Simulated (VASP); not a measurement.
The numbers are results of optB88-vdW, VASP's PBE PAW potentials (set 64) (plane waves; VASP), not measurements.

The input files of a VASP run:

POSCAR:
```
CdS
1.0
  2.1164477032  -3.6657947736   0.0000000000
  2.1164477032   3.6657947736   0.0000000000
  0.0000000000   0.0000000000   6.8793542522
Cd S
2 2
direct
  0.6666670000   0.3333330000   0.5000223415
  0.3333330000   0.6666670000   0.0000223415
  0.6666670000   0.3333330000   0.8769776585
  0.3333330000   0.6666670000   0.3769776585
```

File KPOINTS:
```
Automatic mesh
0
Gamma
6 6 4
0 0 0
```

**INCAR**
```
# general
SYSTEM  =CdS
PREC    =Accurate
ENCUT   =520
LREAL   =.FALSE.
LASPH   =.TRUE.   # aspherical one-centre terms

# electronic loop
EDIFF   =1E-7
NELM    =100   # most electronic steps
ALGO    =Normal   # blocked Davidson
LMAXMIX =4   # l cut-off of mixed one-centre charges

# smearing
ISMEAR  =0
SIGMA   =0.05   # width (eV)

# functional
GGA     =BO
LUSE_VDW=.TRUE.
AGGAC   =0.0
PARAM1  =0.1833333333
PARAM2  =0.22

# ions
IBRION  =2
NSW     =30   # most ionic steps
ISIF    =4
EDIFFG  =-0.01

# output
LWAVE   =.FALSE.
LCHARG  =.FALSE.
```

POTCAR, in this order: Cd S (PBE.64 set). Program: vasp_std.

Q: What will the output report for the number of irreducible k-points (NKPTS), largest plane-wave count, number of space-group operations, FFT grid (NGX, NGY, NGZ)?

A: 
```json
{
 "number of irreducible k-points (NKPTS)": "21",
 "largest_plane_wave_count": "2910",
 "number_of_space_group_operations": "12",
 "FFT grid (NGX, NGY, NGZ)": "32 × 32 × 54"
}
```

The compound is CdS in the wurtzite structure. This cell is one point of a volume scan, at 1.03 of the reference volume. Symmetry was kept, so distortions that lower it aren't found.
